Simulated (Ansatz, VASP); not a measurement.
## Cross-check of Ca2C between VASP and Ansatz

One calculation is typed for both programs; each brings its own data sets and cutoff. How far apart do they land? The cell is generated by rule, not measured, and may not be a known phase. The cell is taken from a series of VASP runs on this material, whose earlier steps may have relaxed, scaled or displaced it; both programs get it as it stands.

Program: Ansatz 0.2.0. Level of theory: plane waves, with VASP 6.6.1 beside it; band structure at LDA, spin-orbit coupling. Results are calculated unless marked as measured.

The structure was built from a prototype and need not be the compound's stable phase.

## (1) Starting point

It takes space group Fm-3m (No. 225, cubic). The conventional cell has a = 5.875 Å, b = 5.875 Å, c = 5.875 Å, α = 90.00°, β = 90.00°, γ = 90.00°. Nearest to C lie 8 Ca at 2.54 Å. Nearest to Ca lie 4 C at 2.54 Å. Farther neighbours are not listed.

## (2) VASP: band structure, LDA, spin-orbit coupling

With cell and atoms fixed, the geometry can't cause a difference; cores, projectors, grids and the points listed under the comparison can.

Lines of VASP's logs that name or quote its potential files are left out, and so is its time.

INCAR reads:

```
SYSTEM = Ca2C
PREC = Accurate
ENCUT = 520
EDIFF = 1E-06
NELM = 100
ISMEAR = 0
SIGMA = 0.02
LREAL = .FALSE.
ALGO = Normal
GGA = CA
LNONCOLLINEAR = .TRUE.
MAGMOM = 0 0 0 0 0 0 0 0 0
NBANDS = 36
GGA_COMPAT = .FALSE.
LASPH = .TRUE.
LSORBIT = .TRUE.
LORBIT = 11
LWAVE = .FALSE.
LCHARG = .FALSE.
KPAR = 4
ISIF = 2
```

POSCAR reads:

```
Ca2C
1.0
    0.0000000000      2.9376700000      2.9376700000
    2.9376700000      0.0000000000      2.9376700000
    2.9376700000      2.9376700000      0.0000000000
C Ca
1 2
Direct
    0.0000000000      0.0000000000      0.0000000000
    0.2500000000      0.2500000000      0.2500000000
    0.7500000000      0.7500000000      0.7500000000
```

KPOINTS reads:

```
Automatic mesh
0
Gamma
8 8 8
0 0 0
```

KPOINTS_OPT reads:

```
Line mode
16
Line-mode
Reciprocal
  0.00000000   0.00000000   0.00000000 GAMMA
  0.50000000   0.00000000   0.50000000 X

  0.50000000   0.00000000   0.50000000 X
  0.50000000   0.25000000   0.75000000 W

  0.50000000   0.25000000   0.75000000 W
  0.37500000   0.37500000   0.75000000 K

  0.37500000   0.37500000   0.75000000 K
  0.00000000   0.00000000   0.00000000 GAMMA

  0.00000000   0.00000000   0.00000000 GAMMA
  0.50000000   0.50000000   0.50000000 L

  0.50000000   0.50000000   0.50000000 L
  0.62500000   0.25000000   0.62500000 U

  0.62500000   0.25000000   0.62500000 U
  0.50000000   0.25000000   0.75000000 W

  0.50000000   0.25000000   0.75000000 W
  0.50000000   0.50000000   0.50000000 L

  0.50000000   0.50000000   0.50000000 L
  0.37500000   0.37500000   0.75000000 K

  0.62500000   0.25000000   0.62500000 U
  0.50000000   0.00000000   0.50000000 X
```

PAW data sets: C and Ca_sv (LDA family, release 64).

Started as:

```sh
$ mpirun -np 4 vasp_ncl
```

Numbers of over 12 decimals in the logs are rounded to 6 here.

Output:

```text
[banner, memory and clock lines left out]
running    4 mpi-ranks, on    1 nodes
 distrk:  each k-point on    1 cores,    4 groups
 distr:  one band on    1 cores,    1 groups

 POSCAR found type information on POSCAR C Ca
 POSCAR found :  2 types and       3 ions
 LDA part: xc-table for (Slater(with rela. corr.)+CA(PZ))
 , standard interpolation
 POSCAR, INCAR and KPOINTS ok, starting setup
 FFT: planning ... GRIDC
 FFT: planning ... GRID_SOFT
 FFT: planning ... GRID
 WAVECAR not read
 entering main loop
       N       E                     dE             d eps       ncg     rms          rms(c)
DAV:   1     0.246307879308E+03    0.24631E+03   -0.11907E+04  2088   0.135E+03
DAV:   2     0.276579610036E+01   -0.24354E+03   -0.23539E+03  2184   0.411E+02
DAV:   3    -0.158353829406E+02   -0.18601E+02   -0.18068E+02  3440   0.904E+01
DAV:   4    -0.168138773461E+02   -0.97849E+00   -0.97424E+00  3036   0.187E+01
DAV:   5    -0.168667832655E+02   -0.52906E-01   -0.52882E-01  3140   0.396E+00    0.960E+00
DAV:   6    -0.137955172807E+02    0.30713E+01   -0.18258E+01  2548   0.160E+01    0.417E+00
DAV:   7    -0.136983430671E+02    0.97174E-01   -0.21722E+00  2612   0.671E+00    0.170E+00
DAV:   8    -0.136325663058E+02    0.65777E-01   -0.12180E-01  2604   0.237E+00    0.514E-01
DAV:   9    -0.136272697635E+02    0.52965E-02   -0.14607E-02  3172   0.696E-01    0.175E-01
DAV:  10    -0.136273548578E+02   -0.85094E-04   -0.24799E-03  2628   0.315E-01    0.866E-02
DAV:  11    -0.136271705126E+02    0.18435E-03   -0.11988E-03  3088   0.147E-01    0.491E-02
DAV:  12    -0.136271271870E+02    0.43326E-04   -0.12690E-04  2684   0.813E-02    0.152E-02
DAV:  13    -0.136271263491E+02    0.83796E-06   -0.29092E-05  2992   0.298E-02    0.472E-03
DAV:  14    -0.136271258378E+02    0.51128E-06   -0.22875E-06  2116   0.859E-03
   1 F= -.13627126E+02 E0= -.13627067E+02  d E =-.117419E-03  mag=    -0.0000     0.0000    -0.0000
 Start KPOINTS_OPT (optional k-point list driver)
k-point batch [1-29\160]
       N       E                     dE             ncg
DAV:   1    -0.213937815018E+04   -0.18267E+05     2088
DAV:   2    -0.897153671428E+04   -0.68322E+04     2188
DAV:   3    -0.944284234085E+04   -0.47131E+03     3440
DAV:   4    -0.947426800693E+04   -0.31426E+02     3016
DAV:   5    -0.947599506186E+04   -0.17271E+01     3184
DAV:   6    -0.947603029438E+04   -0.35233E-01     3164
DAV:   7    -0.947603148515E+04   -0.11908E-02     3116
DAV:   8    -0.947603152545E+04   -0.40303E-04     2764
DAV:   9    -0.947603152696E+04   -0.15012E-05     2288
DAV:  10    -0.947603152704E+04   -0.80277E-07     2008
[...]
k-point batch [146-160\160]
       N       E                     dE             ncg
DAV:   1     0.946278697130E+04   -0.13094E+05     1080
DAV:   2     0.599231662040E+04   -0.34705E+04     1128
DAV:   3     0.574726207574E+04   -0.24505E+03     1776
DAV:   4     0.572747982596E+04   -0.19782E+02     1552
DAV:   5     0.572653380244E+04   -0.94602E+00     1636
DAV:   6     0.572650780794E+04   -0.25994E-01     1636
DAV:   7     0.572650685743E+04   -0.95051E-03     1672
DAV:   8     0.572650682497E+04   -0.32463E-04     1388
DAV:   9     0.572650682367E+04   -0.13049E-05     1312
DAV:  10     0.572650682361E+04   -0.53697E-07     1016
```

From OUTCAR (step 2):

```text
ion  position               nearest neighbor table
   1  0.000  0.000  0.000-   3 2.54   2 2.54   3 2.54   2 2.54   3 2.54   3 2.54   2 2.54   2 2.54

  LATTYP: Found a face centered cubic cell.
 ALAT       =     5.8753400000

 Subroutine GETGRP returns: Found 48 space group operations
 (whereof 48 operations were pure point group operations)

The static configuration has the point symmetry O_h .

 Found     29 irreducible k-points:

   k-points           NKPTS =     29   k-points in BZ     NKDIM =     29   number of bands    NBANDS=     36

   dimension x,y,z NGX =    32 NGY =   32 NGZ =   32
   dimension x,y,z NGXF=    64 NGYF=   64 NGZF=   64

   ENCUT  =  520.0 eV  38.22 Ry    6.18 a.u.   7.72  7.72  7.72*2*pi/ulx,y,z

   NELECT =      24.0000    total number of electrons

 k-points in reciprocal lattice and weights: Automatic mesh
   0.00000000  0.00000000  0.00000000       0.002
   0.12500000  0.00000000  0.00000000       0.016
   0.25000000  0.00000000  0.00000000       0.016
   0.37500000  0.00000000  0.00000000       0.016
   0.50000000  0.00000000  0.00000000       0.008
   0.12500000  0.12500000  0.00000000       0.012
   0.25000000  0.12500000  0.00000000       0.047
   0.37500000  0.12500000  0.00000000       0.047
   0.50000000  0.12500000  0.00000000       0.047
[...]
-0.37500000  0.50000000  0.12500000       0.023
  -0.25000000  0.50000000  0.25000000       0.012

 average (electrostatic) potential at core
       1 -52.6559       2 -43.9056       3 -43.9056

 E-fermi :   4.2843

 k-point     1 :       0.0000    0.0000    0.0000
  band No.  band energies     occupation
    ...
     20       2.5841      1.00000
     21       2.5878      1.00000
     22       2.5878      1.00000
     23       2.5878      1.00000
     24       2.5878      1.00000
     25       5.6954      0.00000
     26       5.6954      0.00000
     27       5.7488      0.00000
     28       5.7488      0.00000
     29       5.7488      0.00000
    ...

 k-point     2 :       0.1250    0.0000    0.0000
  band No.  band energies     occupation
    ...
     20       2.3558      1.00000
     21       2.7070      1.00000
     22       2.7070      1.00000
     23       2.7107      1.00000
     24       2.7107      1.00000
     25       5.8856      0.00000
     26       5.8856      0.00000
     27       5.8875      0.00000
     28       5.8875      0.00000
     29       6.3421      0.00000
    ...

 k-point     3 :       0.2500    0.0000    0.0000
  band No.  band energies     occupation
    ...
     20       2.1103      1.00000
     21       3.0263      1.00000
     22       3.0263      1.00000
     23       3.0339      1.00000
     24       3.0339      1.00000
     25       6.2858      0.00000
     26       6.2858      0.00000
     27       6.2920      0.00000
     28       6.2920      0.00000
     29       7.4121      0.00000
    ...

  Total        3.1406875      3.1406875      3.1406875      0.0000000      0.0000000     -0.0000000
  in kB       99.2421780     99.2421780     99.2421780      0.0000000      0.0000000     -0.0000000
  external PRESSURE =      99.2421780 kB  Pullay stress =       0.0000000 kB

  energy-cutoff  :      520.00
  volume of cell :       50.70
      direct lattice vectors                 reciprocal lattice vectors
     0.000000000  2.937670000  2.937670000    -0.170202916  0.170202916  0.170202916
     2.937670000  0.000000000  2.937670000     0.170202916 -0.170202916  0.170202916
     2.937670000  2.937670000  0.000000000     0.170202916  0.170202916 -0.170202916

 POSITION                                       TOTAL-FORCE (eV/Angst)
 -----------------------------------------------------------------------------------
      0.00000      0.00000      0.00000         0.000000      0.000000      0.000000
      1.46883      1.46883      1.46883        -0.000000     -0.000000     -0.000000
      4.40650      4.40650      4.40650        -0.000000      0.000000      0.000000
 -----------------------------------------------------------------------------------
    total drift:                               -0.000000     -0.000000     -0.000000

  FREE ENERGIE OF THE ION-ELECTRON SYSTEM (eV)
  ---------------------------------------------------
  free  energy   TOTEN  =       -13.6271258378 eV

  energy  without entropy=      -13.6270084189  energy(sigma->0) =      -13.62706713

 Spin-Orbit-Coupling matrix elements
 Ion:    1  E_soc:     -0.0000203
 Ion:    2  E_soc:     -0.0063525
 Ion:    3  E_soc:     -0.0063525

 total charge
# of ion       s       p       d       tot
------------------------------------------
    1        0.849   1.422   0.000   2.272
    2        2.084   5.865   0.398   8.347
    3        2.084   5.865   0.398   8.347
--------------------------------------------------
tot          5.017  13.153   0.796  18.965

 magnetization (x)
# of ion       s       p       d       tot
------------------------------------------
    1       -0.000  -0.000   0.000  -0.000
    2        0.000  -0.000   0.000   0.000
    3        0.000  -0.000   0.000   0.000
--------------------------------------------------
tot          0.000  -0.000   0.000   0.000

 magnetization (y)
# of ion       s       p       d       tot
------------------------------------------
    1        0.000   0.000   0.000   0.000
    2        0.000  -0.000   0.000  -0.000
    3       -0.000  -0.000   0.000  -0.000
--------------------------------------------------
tot         -0.000  -0.000   0.000  -0.000

 magnetization (z)
# of ion       s       p       d       tot
------------------------------------------
    1        0.000   0.000   0.000   0.000
    2        0.000  -0.000   0.000   0.000
    3        0.000  -0.000   0.000  -0.000
--------------------------------------------------
tot          0.000  -0.000   0.000  -0.000

[... 3 further parts left out ...]
```

The run ends at a pressure of 9.92 GPa.

(Part 1 of 2 ends here.)

[Lines on the potential files, build, host, timing and source positions are cut from VASP's logs without a mark.]

[Logs are printed without paths, hosts, clocks, repeated set-up lines and the standing remarks that a program may print on its own settings, such as how far it seeks lower states.]

[Hosts, paths, dates, database ids (printed as entryN), source tags and the programs' standing remarks are cut or masked in the printed files.]
